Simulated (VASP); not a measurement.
Data:

```yaml
crystal:
  lattice:
    - [0.00000, 3.00248, 3.00248]
    - [3.00248, 0.00000, 3.00248]
    - [3.00248, 3.00248, 0.00000]
  atoms:
    - { symbol: Pb, position: [0.00000, 0.00000, 0.00000] }
    - { symbol: S, position: [0.50000, 0.50000, 0.50000] }
```

Computed with PBE GGA, VASP's PBE PAW potentials (set 64) (plane waves; VASP 6.6.1). Run with 520 eV cut-off, 9×9×9 Γ-centred mesh, tetrahedra with Blöchl corrections, potentials Pb_d S.

**Question.** Estimate the energy per atom (σ→0).

**Answer.** 
- energy per atom (σ→0) = -4.385 eV/atom

Only differences to runs with the same potentials and settings are physical.

The compound is PbS in the rock salt structure. It was relaxed first.
